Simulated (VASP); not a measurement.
Input of a VASP 6.6.1 run:

The input INCAR:

```
SYSTEM = Sb2TeO5
ALGO = Fast ; EDIFF = 1E-4
EDIFFG = -0.08 ; ENCUT = 520
GGA = PE ; IBRION = 2
ISIF = 3 ; ISMEAR = 0
LASPH = .TRUE. ; LCHARG = .FALSE.
LREAL = .FALSE. ; LWAVE = .FALSE.
NELM = 60 ; NSW = 24
PREC = Normal ; SIGMA = 0.15
```

Contents of KPOINTS:

```
k-points
0
G
  4 4 2
  0 0 0
```

The input POSCAR:

```
Sb2TeO5
1.0
    3.9226263400      0.0000000000      0.0000000000
    0.0000000000      3.9226263400      0.0000000000
    0.0000000000      0.0000000000      8.5648587200
Sb Te O
2 1 5
Direct
    0.0000000000      0.0000000000      0.0000000000
    0.5000000000      0.5000000000      0.5000000000
    0.0000000000      0.0000000000      0.5000000000
    0.0000000000      0.5000000000      0.2611329900
    0.5000000000      0.0000000000      0.7388670100
    0.5000000000      0.0000000000      0.2611329900
    0.0000000000      0.5000000000      0.7388670100
    0.5000000000      0.5000000000      0.0000000000
```

Potentials or basis: VASP PAW PBE potentials, release 64 (Sb, Te, O).

The run is started by

```sh
$ cat potpaw_PBE.64/Sb/POTCAR potpaw_PBE.64/Te/POTCAR potpaw_PBE.64/O/POTCAR > POTCAR
$ mpirun -np 1 vasp_std > vasp.out
```

**Question.** Predict the space group after relaxing (to 0.05 Å).

**Answer.** P4/mmm (No. 123).

**Question.** Estimate the band gap on the k mesh.

**Answer.** None (metal or under the smearing width).

Forces in eV/Å, atoms in the order of the input:
```
Sb   0.000  0.000  0.000
Sb   0.000  0.000  0.000
Te   0.000  0.000  0.000
O    0.000  0.000  0.006
O    0.000  0.000 -0.006
O    0.000  0.000  0.006
O    0.000  0.000 -0.006
O    0.000  0.000  0.000
```

Caveat: the k mesh is coarse (spacing up to 0.40 Å⁻¹), so the values aren't converged; the relaxation stopped at a loose force limit of 0.08 eV/Å, so its end isn't a converged minimum. The run has no spin-orbit coupling, so splittings on Sb, Te are missing.
